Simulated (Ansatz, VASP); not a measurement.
**Two plane-wave programs on La2FeCo2C**

```xyz
6
Lattice="-2.0373 2.9738 4.4728 4.0746 0.0000 0.0000 2.0373 2.9738 -4.4728" Properties=species:S:1:pos:R:3 pbc="T T T"
La    4.0746    2.9738   -1.7306
La    0.0000    2.9738    1.7306
Co    2.0373    4.7371    0.0000
Co    2.0373    1.2105    0.0000
Fe    0.0000    0.0000    0.0000
C     2.0373    2.9738    0.0000
```

Alike in both runs: functional PBE; k mesh 5 × 5 × 5; occupations gaussian, width 0.0121 eV; no spin polarisation.

Ansatz relaxed the structure, and its values are those at the end. VASP's run is a single point on that final structure, the one shown.

|  | VASP | Ansatz |
| --- | --- | --- |
| version | VASP 6.6.1 | Ansatz 0.2.0 |
| potentials or method | VASP PAW PBE potentials, release 64 (La, Co, Fe, C) | PAW plane waves |
| plane-wave cutoff (eV) | 520 | 420 |
| valence electrons in the cell | 52 | 76 |

VASP gave:

- gap on the k mesh at the Fermi level (eV): none
- pressure (GPa): -0.1
- rms of the force components (eV/Å): 0.026

**Question.** What did Ansatz give for the same quantities?

**Answer.** gap on the k mesh at the Fermi level (eV): none; pressure (GPa): 0.0; rms of the force components (eV/Å): 0.001.

A gap of «none» marks a metal or a gap that the smearing closes. The functional is the same, so the differences come from potentials, cutoffs and numerics. The two sets of potentials don't hold the same shells in valence.

Spin-orbit coupling is left out, which matters for the levels of La. Spin polarisation is off, so any magnetic state and its effect on volume and gap are missing.
